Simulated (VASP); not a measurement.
HfC:

```xyz
2
Lattice="0.0000 2.3171 2.3171 2.3171 0.0000 2.3171 2.3171 2.3171 0.0000" Properties=species:S:1:pos:R:3 pbc="T T T"
Hf    0.0000    0.0000    0.0000
C     2.3171    2.3171    2.3171
```

The cell is a database's computed one.

| Item | Value |
| --- | --- |
| Program | VASP 6.6.1 |
| Task | relaxation of cell and atoms |
| Functional | PBEsol |
| Potentials or basis | VASP PAW PBE potentials, release 64 (Hf_pv, C) |
| Cutoff | 600 eV |
| k mesh | 16 × 16 × 16 |
| Occupations | gaussian, width 0.1 eV |
| Spin | no spin polarisation |

At the start: pressure -4.7 GPa; volume 12.44 Å³/atom.

Task: How do energy, volume and symmetry change on relaxing?

Result: Over 3 steps the energy falls by 3.6 meV/atom and the volume is 12.21 Å³/atom (-1.9 %); space group Fm-3m (No. 225, to 0.05 Å).

The path:
```tsv
step	energy change (eV)	largest force (eV/Å)	pressure (GPa)	volume (Å³)
1	0.0000	0.0000	-4.71	24.88
2	0.0159	0.0000	9.28	23.59
3	-0.0071	0.0000	-0.03	24.41
```

Final structure:
```
CELL_PARAMETERS angstrom
0.00000 2.30245 2.30245
2.30245 0.00000 2.30245
2.30245 2.30245 0.00000
ATOMIC_POSITIONS crystal
Hf 0.00000 0.00000 0.00000
C 0.50000 0.50000 0.50000
```

Caveat: the PAW data sets were made with another functional, which shifts forces and pressure a little.
